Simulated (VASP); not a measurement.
Output of a VASP run:

### OSZICAR
```
       N       E                     dE             d eps       ncg     rms          rms(c)
DAV:   1     0.358626410932E+03    0.35863E+03   -0.18659E+04   520   0.158E+03
DAV:   2     0.333057496192E+02   -0.32532E+03   -0.31711E+03   610   0.325E+02
DAV:   3    -0.139375584416E+02   -0.47243E+02   -0.46728E+02   632   0.129E+02
DAV:   4    -0.161208041246E+02   -0.21832E+01   -0.21780E+01   622   0.310E+01
DAV:   5    -0.161965247654E+02   -0.75721E-01   -0.75644E-01   828   0.565E+00    0.534E+00
DAV:   6    -0.160268147963E+02    0.16971E+00   -0.30329E-01   704   0.324E+00    0.349E+00
DAV:   7    -0.160019168237E+02    0.24898E-01   -0.23246E-01   712   0.218E+00    0.711E-01
DAV:   8    -0.159987387473E+02    0.31781E-02   -0.38227E-02   616   0.133E+00    0.263E-01
DAV:   9    -0.159986861023E+02    0.52645E-04   -0.15788E-03   728   0.267E-01    0.103E-01
DAV:  10    -0.159986856931E+02    0.40917E-06   -0.40299E-04   684   0.130E-01    0.435E-02
DAV:  11    -0.159986712390E+02    0.14454E-04   -0.12321E-04   716   0.790E-02    0.167E-02
DAV:  12    -0.159986707126E+02    0.52646E-06   -0.11900E-05   630   0.196E-02    0.135E-02
DAV:  13    -0.159986706456E+02    0.66975E-07   -0.40082E-07   430   0.449E-03
   1 F= -.15998671E+02 E0= -.15998068E+02  d E =-.159987E+02
       N       E                     dE             d eps       ncg     rms          rms(c)
DAV:   1    -0.161327923463E+02   -0.13412E+00   -0.27453E+00   652   0.156E+01    0.191E+00
DAV:   2    -0.160331428852E+02    0.99649E-01   -0.17863E-01   642   0.392E+00    0.825E-01
DAV:   3    -0.160082742084E+02    0.24869E-01   -0.73203E-02   692   0.225E+00    0.301E-01
DAV:   4    -0.160073572052E+02    0.91700E-03   -0.20304E-03   568   0.308E-01    0.260E-01
DAV:   5    -0.160068940793E+02    0.46313E-03   -0.75643E-04   766   0.222E-01    0.685E-02
DAV:   6    -0.160068708869E+02    0.23192E-04   -0.14911E-04   628   0.118E-01    0.128E-02
DAV:   7    -0.160068699892E+02    0.89766E-06   -0.56517E-06   606   0.143E-02
   2 F= -.16006870E+02 E0= -.16006266E+02  d E =-.819934E-02
```

**OUTCAR**
```
------------------------ aborting loop because EDIFF is reached ----------------------------------------
  FORCE on cell =-STRESS in cart. coord.  units (eV):
  Direction    XX          YY          ZZ          XY          YZ          ZX
  --------------------------------------------------------------------------------------
  Total        0.0969242      0.0969242      0.0969242     -0.0000000      0.0000000     -0.0000000
  in kB        0.7031352      0.7031352      0.7031352     -0.0000000      0.0000000     -0.0000000
  external PRESSURE =       0.7031352 kB  Pullay stress =       0.0000000 kB
  volume of cell :      220.85
      direct lattice vectors                 reciprocal lattice vectors
     6.044605943 -0.000000000 -0.000000000     0.165436756  0.000000000 -0.000000000
    -0.000000000  6.044605943 -0.000000000     0.000000000  0.165436756  0.000000000
     0.000000000 -0.000000000  6.044605943     0.000000000  0.000000000  0.165436756
 POSITION                                       TOTAL-FORCE (eV/Angst)
 -----------------------------------------------------------------------------------
      0.00000      0.00000      0.00000        -0.000000      0.000000      0.000000
      3.02230      3.02230      3.02230         0.000000     -0.000000      0.000000
      3.02230     -0.00000      3.02230        -0.000000      0.000000      0.000000
     -0.00000      3.02230      3.02230        -0.000000      0.000000      0.000000
      3.02230      3.02230     -0.00000        -0.000000      0.000000      0.000000
 -----------------------------------------------------------------------------------
    total drift:                                0.000000     -0.000000     -0.000000
  FREE ENERGIE OF THE ION-ELECTRON SYSTEM (eV)
  ---------------------------------------------------
  free  energy   TOTEN  =       -16.0068699892 eV

  energy  without entropy=      -16.0056627707  energy(sigma->0) =      -16.00626638

 reached required accuracy - stopping structural energy minimisation
```
(Selected blocks of OUTCAR.)

**POSCAR**
```
CsSnI3
1
    6.0034897907     0.0000000000     0.0000000000
   -0.0000000000     6.0034897907    -0.0000000000
    0.0000000000     0.0000000000     6.0034897907
Cs Sn I
1 1 3
Direct
  0.0000000000   0.0000000000   0.0000000000
  0.5000000000   0.5000000000   0.5000000000
  0.5000000000   0.0000000000   0.5000000000
  0.0000000000   0.5000000000   0.5000000000
  0.5000000000   0.5000000000   0.0000000000
```

Reconstruct the remaining input files.

One answer among several that fit: the input of the run itself, LDA (Ceperley-Alder, Perdew-Zunger), plane waves, VASP's LDA PAW potentials (set 64).

INCAR:
```
SYSTEM = CsSnI3
PREC = Accurate; ENCUT = 520; LREAL = .False.
LASPH = .True.
EDIFF = 1E-6; NELM = 100; ALGO = Normal
LMAXMIX = 4
ISMEAR = 0; SIGMA = 0.05
IBRION = 2; NSW = 60; ISIF = 3
EDIFFG = -0.02
LWAVE = .False.; LCHARG = .False.
```

**KPOINTS**
```
Automatic mesh
0
G
4 4 4
```

POTCAR, in this order: Cs_sv Sn_d I (LDA.64 set). Program: vasp_std.

Energy and stress use the plane-wave basis of the starting cell.

The compound is CsSnI3 in the cubic perovskite structure, the ideal cubic form; the compound distorts at low or room temperature. This run relaxes it. Symmetry was kept, so distortions that lower it aren't found. The start is the result of an earlier pass.
